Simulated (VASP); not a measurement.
Crystal: BeCd7Te8.

```
CELL_PARAMETERS angstrom
-6.30125 6.30125 0.00000
-6.30125 0.00000 6.30125
0.00000 6.30125 6.30125
ATOMIC_POSITIONS crystal
Be 0.00000 0.00000 0.00000
Cd 0.50000 0.00000 0.00000
Cd 0.00000 0.50000 0.00000
Cd 0.00000 0.00000 0.50000
Cd 0.50000 0.50000 0.00000
Cd 0.50000 0.00000 0.50000
Cd 0.00000 0.50000 0.50000
Cd 0.50000 0.50000 0.50000
Te 0.87500 0.87500 0.37500
Te 0.37500 0.87500 0.37500
Te 0.87500 0.37500 0.37500
Te 0.87500 0.87500 0.87500
Te 0.37500 0.37500 0.37500
Te 0.37500 0.87500 0.87500
Te 0.87500 0.37500 0.87500
Te 0.37500 0.37500 0.87500
```

The cell was built by a generator and needn't be a form met in nature.

| Item | Value |
| --- | --- |
| Program | VASP 6.6.1 |
| Task | relaxation of cell and atoms |
| Functional | PBEsol |
| Potentials or basis | VASP PAW PBE potentials, release 64 (Be, Cd, Te) |
| Cutoff | 600 eV |
| k mesh | 4 × 4 × 4 |
| Occupations | gaussian, width 0.03 eV |
| Spin | no spin polarisation |

At the start: pressure 2.8 GPa; volume 31.27 Å³/atom.

Problem. How do energy, volume and symmetry change on relaxing?

Solution. Over 13 steps the energy falls by 57.2 meV/atom and the volume is 32.55 Å³/atom (+4.1 %); space group F-43m (No. 216, to 0.05 Å).

The path:
```csv
step,energy change (eV),largest force (eV/Å),pressure (GPa),volume (Å³)
1,0.0000,1.5220,2.79,500.39
2,-0.5240,0.8637,-1.11,540.87
3,-0.5245,0.8864,-0.99,539.23
4,-0.7365,0.6159,-0.66,532.64
5,-0.8961,0.1956,0.15,520.04
6,-0.8975,0.1865,0.06,521.24
7,-0.8975,0.1893,0.08,520.88
8,-0.9085,0.1121,-0.05,521.96
9,-0.9122,0.0577,-0.17,523.04
10,-0.9147,0.0436,0.13,519.20
11,-0.9150,0.0465,0.07,520.08
12,-0.9159,0.0128,0.01,520.66
13,-0.9159,0.0097,-0.01,520.78
```

Final structure:
```cif
data_structure
_symmetry_space_group_name_H-M 'P 1'
_symmetry_Int_Tables_number 1
_cell_length_a 9.0307
_cell_length_b 9.0307
_cell_length_c 9.0307
_cell_angle_alpha 60.000
_cell_angle_beta 60.000
_cell_angle_gamma 60.000
_cell_volume 520.78
loop_
_atom_site_label
_atom_site_type_symbol
_atom_site_fract_x
_atom_site_fract_y
_atom_site_fract_z
_atom_site_occupancy
Be1 Be 0.00000 0.00000 0.00000 1
Cd1 Cd 0.50301 0.99699 0.99699 1
Cd2 Cd 0.99699 0.50301 0.99699 1
Cd3 Cd 0.99699 0.99699 0.50301 1
Cd4 Cd 0.50301 0.50301 0.99699 1
Cd5 Cd 0.50301 0.99699 0.50301 1
Cd6 Cd 0.99699 0.50301 0.50301 1
Cd7 Cd 0.50000 0.50000 0.50000 1
Te1 Te 0.88581 0.88581 0.34257 1
Te2 Te 0.37486 0.87543 0.37486 1
Te3 Te 0.87543 0.37486 0.37486 1
Te4 Te 0.88581 0.88581 0.88581 1
Te5 Te 0.37486 0.37486 0.37486 1
Te6 Te 0.34257 0.88581 0.88581 1
Te7 Te 0.88581 0.34257 0.88581 1
Te8 Te 0.37486 0.37486 0.87543 1
```

Caveat: the PAW data sets were made with another functional, which shifts forces and pressure a little.
